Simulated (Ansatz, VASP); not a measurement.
# KVSe3: VASP beside Ansatz, part 2 of 2

Wanted: the spread between two codes on one cell, functional and k mesh. The cell is generated by rule, not measured, and may not be a known phase. The cell is taken from a series of runs on this material, whose earlier steps may have relaxed, scaled, displaced or heated it; both programs get it as it stands.

VASP 6.6.1 and Ansatz 0.2.0.

So far: The starting structure; Ansatz: relaxation of cell and atoms, PBEsol.

### 3. VASP: relaxation of cell and atoms, PBEsol

Level of this step: PBEsol, no spin polarisation; plane waves and PAW (K_sv, V_sv, Se); invented cell (VASP).

The same cell, functional, mesh and smearing now go to VASP, with its own data sets.

Lines of VASP's logs that name or quote its potential files are left out, and so is its time.

INCAR reads:

```
SYSTEM = KVSe3
PREC = Accurate
ENCUT = 500
EDIFF = 1E-07
NELM = 120
ISMEAR = 1
SIGMA = 0.2
LREAL = .FALSE.
ALGO = Normal
GGA = PS
NBANDS = 26
LASPH = .TRUE.
LORBIT = 11
LWAVE = .FALSE.
LCHARG = .FALSE.
ISIF = 3
IBRION = 2
NSW = 80
EDIFFG = -0.005
GGA_COMPAT = .FALSE.
NELMIN = 4
KPAR = 2
```

POSCAR reads:

```
KVSe3
1.0
    4.8592120000      0.0000000000      0.0000000000
    0.0000000000      4.8592120000      0.0000000000
    0.0000000000      0.0000000000      4.8592120000
K V Se
1 1 3
Direct
    0.0000000000      0.0000000000      0.0000000000
    0.5000000000      0.5000000000      0.5000000000
    0.5000000000      0.5000000000      0.0000000000
    0.5000000000      0.0000000000      0.5000000000
    0.0000000000      0.5000000000      0.5000000000
```

KPOINTS reads:

```
Automatic mesh
0
Gamma
8 8 8
0 0 0
```

The projector-augmented-wave data sets are K_sv, V_sv and Se (PBE family, release 64).

Command:

```
> mpirun -np 2 vasp_std
```

Numbers of over 12 decimals in the logs are rounded to 6 here.

The program printed:

```text
[banner, memory and clock lines left out]
running    2 mpi-ranks, on    1 nodes
 distrk:  each k-point on    1 cores,    2 groups
 distr:  one band on    1 cores,    1 groups

 POSCAR found type information on POSCAR K V Se
 POSCAR found :  3 types and       5 ions
|                                                                             |
|               ----> ADVICE to this user running VASP <----                  |
|                                                                             |
|     You enforced a specific xc type in the INCAR file but a different       |
|     [... a line on the potential file left out ...]
|     I HOPE YOU KNOW WHAT YOU ARE DOING!                                     |
|                                                                             |

 LDA part: xc-table for (Slater+PW92), standard interpolation
 POSCAR, INCAR and KPOINTS ok, starting setup
 FFT: planning ... GRIDC
 FFT: planning ... GRID_SOFT
 FFT: planning ... GRID
 WAVECAR not read
 entering main loop
       N       E                     dE             d eps       ncg     rms          rms(c)
DAV:   1     0.336513731747E+03    0.33651E+03   -0.20092E+04  1956   0.140E+03
DAV:   2    -0.382044925006E+01   -0.34033E+03   -0.33451E+03  2042   0.368E+02
DAV:   3    -0.300050937372E+02   -0.26185E+02   -0.25180E+02  2330   0.912E+01
DAV:   4    -0.308160157032E+02   -0.81092E+00   -0.80935E+00  2718   0.141E+01
DAV:   5    -0.308318033934E+02   -0.15788E-01   -0.15768E-01  2416   0.183E+00    0.226E+01
DAV:   6    -0.468307562796E+02   -0.15999E+02   -0.28762E+02  1994   0.580E+01    0.463E+01
DAV:   7    -0.261356124634E+02    0.20695E+02   -0.81657E+01  1924   0.773E+01    0.112E+01
DAV:   8    -0.254178030255E+02    0.71781E+00   -0.65089E+00  1888   0.127E+01    0.190E+00
DAV:   9    -0.253798996339E+02    0.37903E-01   -0.13262E-01  2082   0.253E+00    0.121E+00
DAV:  10    -0.253645938743E+02    0.15306E-01   -0.80393E-02  1964   0.219E+00    0.101E+00
DAV:  11    -0.253617619904E+02    0.28319E-02   -0.29183E-02  2188   0.115E+00    0.265E-01
DAV:  12    -0.253619328186E+02   -0.17083E-03   -0.50907E-03  2076   0.437E-01    0.314E-01
DAV:  13    -0.253616144393E+02    0.31838E-03   -0.29834E-03  1968   0.340E-01    0.661E-02
DAV:  14    -0.253615833854E+02    0.31054E-04   -0.43498E-04  2030   0.115E-01    0.433E-02
DAV:  15    -0.253615729252E+02    0.10460E-04   -0.64700E-05  2046   0.487E-02    0.788E-03
DAV:  16    -0.253615728506E+02    0.74612E-07   -0.39985E-06  2136   0.115E-02    0.138E-03
DAV:  17    -0.253615728922E+02   -0.41614E-07   -0.18210E-07  1544   0.254E-03
   1 F= -.25361573E+02 E0= -.25364608E+02  d E =-.253616E+02
 curvature:   0.00 expect dE= 0.000E+00 dE for cont linesearch  0.000E+00
 trial: gam= 0.00000 g(F)=  0.000E+00 g(S)=  0.293E-03 ort = 0.000E+00 (trialstep = 0.100E+01)
 search vector abs. value=  0.293E-03
 bond charge predicted
       N       E                     dE             d eps       ncg     rms          rms(c)
DAV:   1    -0.253666926311E+02   -0.51198E-02   -0.74552E-02  1866   0.257E+00    0.774E-01
DAV:   2    -0.254006179689E+02   -0.33925E-01   -0.26492E-01  2016   0.321E+00    0.197E+00
DAV:   3    -0.253618720506E+02    0.38746E-01   -0.15613E-01  2008   0.228E+00    0.120E-01
DAV:   4    -0.253616721029E+02    0.19995E-03   -0.20953E-03  2214   0.279E-01    0.673E-02
DAV:   5    -0.253616642927E+02    0.78102E-05   -0.80035E-05  2590   0.524E-02    0.312E-02
DAV:   6    -0.253616616650E+02    0.26277E-05   -0.13801E-05  2902   0.199E-02    0.422E-03
DAV:   7    -0.253616614296E+02    0.23544E-06   -0.16888E-06  2220   0.614E-03    0.221E-03
DAV:   8    -0.253616612827E+02    0.14690E-06   -0.11857E-07  1072   0.249E-03    0.105E-03
DAV:   9    -0.253616612211E+02    0.61618E-07   -0.40455E-08   964   0.141E-03
   2 F= -.25361661E+02 E0= -.25364656E+02  d E =-.883289E-04
 trial-energy change:   -0.000088  1 .order   -0.000090   -0.000293    0.000112
 step:   0.7174(harm=  0.7238)  dis= 0.00000  next Energy=   -25.361677 (dE=-0.104E-03)
 bond charge predicted
       N       E                     dE             d eps       ncg     rms          rms(c)
DAV:   1    -0.253620695779E+02   -0.40830E-03   -0.59160E-03  1866   0.724E-01    0.213E-01
DAV:   2    -0.253645111789E+02   -0.24416E-02   -0.20291E-02  1994   0.865E-01    0.536E-01
DAV:   3    -0.253616926698E+02    0.28185E-02   -0.12553E-02  1998   0.650E-01    0.385E-02
DAV:   4    -0.253616748327E+02    0.17837E-04   -0.19084E-04  2218   0.871E-02    0.181E-02
DAV:   5    -0.253616756066E+02   -0.77384E-06   -0.39214E-06  2516   0.113E-02    0.853E-03
DAV:   6    -0.253616763869E+02   -0.78040E-06   -0.11479E-06  2762   0.475E-03    0.109E-03
DAV:   7    -0.253616764706E+02   -0.83617E-07   -0.10747E-07  1084   0.160E-03
   3 F= -.25361676E+02 E0= -.25364681E+02  d E =-.103578E-03
 curvature:  -0.36 expect dE=-0.303E-08 dE for cont linesearch -0.303E-08
 trial: gam= 0.00000 g(F)=  0.310E-65 g(S)=  0.839E-08 ort =-0.157E-05 (trialstep = 0.943E+00)
 search vector abs. value=  0.849E-08
 reached required accuracy - stopping structural energy minimisation
```

From OUTCAR (step 3):

```text
ion  position               nearest neighbor table
   1  0.000  0.000  0.000-
   2  0.500  0.500  0.500-   3 2.43   4 2.43   5 2.43   3 2.43   4 2.43   5 2.43
   3  0.500  0.500  0.000-   2 2.43   2 2.43
   4  0.500  0.000  0.500-   2 2.43   2 2.43
   5  0.000  0.500  0.500-   2 2.43   2 2.43

  LATTYP: Found a simple cubic cell.
 ALAT       =     4.8592120000

 Subroutine GETGRP returns: Found 48 space group operations
 (whereof 48 operations were pure point group operations)

The static configuration has the point symmetry O_h .

 Found     35 irreducible k-points:

   k-points           NKPTS =     35   k-points in BZ     NKDIM =     35   number of bands    NBANDS=     26

   dimension x,y,z NGX =    36 NGY =   36 NGZ =   36
   dimension x,y,z NGXF=    72 NGYF=   72 NGZF=   72

   ENCUT  =  500.0 eV  36.75 Ry    6.06 a.u.   8.86  8.86  8.86*2*pi/ulx,y,z

   NELECT =      40.0000    total number of electrons

 k-points in reciprocal lattice and weights: Automatic mesh
   0.00000000  0.00000000  0.00000000       0.002
   0.12500000  0.00000000  0.00000000       0.012
   0.25000000  0.00000000  0.00000000       0.012
   0.37500000  0.00000000  0.00000000       0.012
   0.50000000  0.00000000  0.00000000       0.006
   0.12500000  0.12500000  0.00000000       0.023
   0.25000000  0.12500000  0.00000000       0.047
   0.37500000  0.12500000  0.00000000       0.047
   0.50000000  0.12500000  0.00000000       0.023
[...]
0.50000000  0.50000000  0.37500000       0.012
   0.50000000  0.50000000  0.50000000       0.002

 average (electrostatic) potential at core
       1 -33.1824       2 -77.6317       3 -54.4356       4 -54.4356       5 -54.4356

 E-fermi :   3.6273

 k-point     1 :       0.0000    0.0000    0.0000
  band No.  band energies     occupation
    ...
     19       2.6871      2.00000
     20       2.6871      2.00000
     21       3.4906      1.90816
     22       3.4906      1.90816
     23       3.4906      1.90816
     24       3.8561     -0.06866
     25       3.8561     -0.06866
     26       6.6623     -0.00000

 k-point     2 :       0.1250    0.0000    0.0000
  band No.  band energies     occupation
    ...
     19       2.7551      2.00000
     20       2.9762      2.00004
     21       2.9762      2.00004
     22       3.6703      0.64513
     23       3.6703      0.64513
     24       3.8638     -0.07033
     25       4.4304     -0.00000
     26       6.9100     -0.00000

 k-point     3 :       0.2500    0.0000    0.0000
  band No.  band energies     occupation
    ...
     17       1.8707      2.00000
     18       2.0579      2.00000
     19       2.7063      2.00000
     20       3.0542      2.00039
     21       3.0542      2.00039
     22       3.8763     -0.07079
     23       4.0769     -0.00662
     24       4.0769     -0.00662
     25       4.9261     -0.00000
     26       7.6138     -0.00000

  Total       -0.0005383     -0.0005383     -0.0005383      0.0000000     -0.0000000      0.0000000
  in kB       -0.0075016     -0.0075016     -0.0075016      0.0000000     -0.0000000      0.0000000
  external PRESSURE =      -0.0075016 kB  Pullay stress =       0.0000000 kB

  energy-cutoff  :      500.00
  volume of cell :      114.98
      direct lattice vectors                 reciprocal lattice vectors
     4.862593339  0.000000000 -0.000000000     0.205651579  0.000000000 -0.000000000
    -0.000000000  4.862593339 -0.000000000    -0.000000000  0.205651579 -0.000000000
     0.000000000  0.000000000  4.862593339     0.000000000  0.000000000  0.205651579

 POSITION                                       TOTAL-FORCE (eV/Angst)
 -----------------------------------------------------------------------------------
      0.00000      0.00000      0.00000        -0.000000     -0.000000      0.000000
      2.43130      2.43130      2.43130         0.000000      0.000000      0.000000
      2.43130      2.43130     -0.00000        -0.000000     -0.000000      0.000000
      2.43130      0.00000      2.43130         0.000000     -0.000000      0.000000
      0.00000      2.43130      2.43130        -0.000000     -0.000000      0.000000
 -----------------------------------------------------------------------------------
    total drift:                                0.000000      0.000000      0.000000

  FREE ENERGIE OF THE ION-ELECTRON SYSTEM (eV)
  ---------------------------------------------------
  free  energy   TOTEN  =       -25.3616764706 eV

  energy  without entropy=      -25.3706894846  energy(sigma->0) =      -25.36468081

 reached required accuracy - stopping structural energy minimisation

 total charge
# of ion       s       p       d       tot
------------------------------------------
    1        1.956   5.561   0.036   7.554
    2        2.239   6.213   3.048  11.499
    3        1.470   2.340   0.032   3.842
    4        1.470   2.340   0.032   3.842
    5        1.470   2.340   0.032   3.842
--------------------------------------------------
tot          8.605  18.795   3.179  30.579

[... 3 further parts left out ...]
```

CONTCAR:

```
KVSe3
   1.00000000000000
     4.8625933387692850    0.0000000000000000   -0.0000000000000000
    -0.0000000000000000    4.8625933387692850   -0.0000000000000000
     0.0000000000000000    0.0000000000000000    4.8625933387692850
  K               V               Se
     1     1     3
Direct
     0.0000000000000000    0.0000000000000000    0.0000000000000000
     0.5000000000000000    0.5000000000000000    0.5000000000000000
     0.5000000000000000    0.5000000000000000    0.0000000000000000
     0.5000000000000000    0.0000000000000000    0.5000000000000000
     0.0000000000000000    0.5000000000000000    0.5000000000000000
```

This run has no spin polarisation, so a moment on V, if there is one, isn't seen.

### 4. Comparison

Known differences besides the potentials themselves: the data sets hold 70 valence electrons in Ansatz (on its PAW soft_1 files) and 40 in VASP; the cutoff is 420 eV in Ansatz and 500 eV in VASP; Ansatz makes its cores anew for this functional, VASP keeps those of its PBE data sets; Ansatz adds a Pulay correction to the stress that steers its cell, VASP none. Total energies have different zeros and are not compared.

The two programs side by side:

| quantity | Ansatz | VASP | difference |
| --- | --- | --- | --- |
| volume (Å³) | 114.74 | 114.98 | -0.21 % |
| edge a after relaxation, in the typed setting (Å) | 4.859 | 4.863 | -0.07 % |

### 5. What came out

```
difference in volume (relaxation of cell and atoms, PBEsol) : -0.21 %
```

The difference in volume is -0.21 % (relaxation of cell and atoms, PBEsol), within the 1.2 % picked in this series as the mark of a large difference, as far as the stopping tolerances let one tell. The data sets hold unlike numbers of valence electrons (70 in Ansatz and 40 in VASP), so part of the differences comes from the potentials. Such differences can come from data sets, numerical settings and the points named under the comparisons, not from the functional's error against experiment.

[Lines on the potential files, build, host, timing and source positions are cut from VASP's logs without a mark.]

[Logs are printed without paths, hosts, clocks, repeated set-up lines and the standing remarks that a program may print on its own settings, such as how far it seeks lower states.]

[Hosts, paths, dates, database ids (printed as entryN), source tags and the programs' standing remarks are cut or masked in the printed files.]
